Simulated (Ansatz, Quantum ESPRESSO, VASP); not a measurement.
## Code comparison for YBRh₃ (Pm-3m, 5 atoms in the cell)

Self-consistent single point.

```xyz
5
Lattice="4.1788 0.0000 0.0000 0.0000 4.1788 0.0000 0.0000 0.0000 4.1788" Properties=species:S:1:pos:R:3 pbc="T T T"
Y      0.0000     0.0000     0.0000
B      2.0894     2.0894     2.0894
Rh     0.0000     2.0894     2.0894
Rh     2.0894     0.0000     2.0894
Rh     2.0894     2.0894     0.0000
```

Shared settings, as Ansatz (a program for electronic structure) writes them: kpoints.mp_grid.grid = 5 5 5; scf.occupations.method = gaussian; scf.occupations.width = 0.136 eV. Potentials and cutoffs stand in the table.

```
code                                                             model  pressure (GPa)   cutoff
----------------  ----------------------------------------------------  --------------  -------
Ansatz                                 PBEsol, PAW files made with PBE           -4.18  default
VASP                        PBEsol, VASP's PBE PAW potentials (set 64)           -4.81   400 eV
Quantum ESPRESSO  PBEsol, GBRV 1.5 ultrasoft (PBESOL) pseudopotentials           -5.16    40 Ry
```

On Ansatz's run: spin polarisation is off.

The spread over the programs that give each value: pressure within 0.98 GPa.

Ansatz's pressure is given at a fixed set of plane waves, as the other plane-wave codes print theirs; with its correction for the finite basis it is -4.10 GPa.

On the base mesh (7 7 7) the same programs gave: Ansatz pressure -4.08 GPa; Quantum ESPRESSO pressure -5.06 GPa; VASP pressure -4.71 GPa.

VASP's run is marked for a possible Pulay error in its stress at this cutoff; no cutoff test was made.

The starting cell comes from a database of computed structures (which also holds hypothetical and non-ambient phases and stackings), without a prior relaxation at this level.

Left out of this page: GPAW, Elk, FLEUR and SIESTA (not drawn, or without a comparable value).

Keys are those of Ansatz 0.2.
